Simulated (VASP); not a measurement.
ScF3 (k07):

```
Sc F
1.0
     4.01245    0.00000    0.00000
     0.00000    4.01245    0.00000
     0.00000    0.00000    4.01245
Sc F
1 3
Direct
  0.00000 0.00000 0.00000
  0.50000 0.00000 0.00000
  0.00000 0.50000 0.00000
  0.00000 0.00000 0.50000
```

* Program: VASP 6.6.1
* Task: relaxation of cell and atoms
* Functional: LDA
* Potentials or basis: VASP PAW LDA potentials, release 64 (Sc_sv, F)
* Cutoff: 600 eV
* k mesh: 8 × 8 × 8
* Occupations: gaussian, width 0.02 eV
* Spin: no spin polarisation

At the start: pressure -2.4 GPa; volume 16.15 Å³/atom.

**Question.** How do energy, volume and symmetry change on relaxing?

**Answer.** Over 3 steps the energy falls by 3.0 meV/atom and the volume is 15.77 Å³/atom (-2.4 %); space group Pm-3m (No. 221, to 0.05 Å).

Step by step:
```
step  energy change (eV)  largest force (eV/Å)  pressure (GPa)  volume (Å³)
   1              0.0000                0.0000           -2.42        64.60
   2             -0.0091                0.0000            1.22        62.35
   3             -0.0119                0.0000            0.00        63.06
```

Final structure:
```
Sc F
1.0
     3.98033    0.00000    0.00000
     0.00000    3.98033    0.00000
     0.00000    0.00000    3.98033
Sc F
1 3
Direct
  0.00000 0.00000 0.00000
  0.50000 0.00000 0.00000
  0.00000 0.50000 0.00000
  0.00000 0.00000 0.50000
```
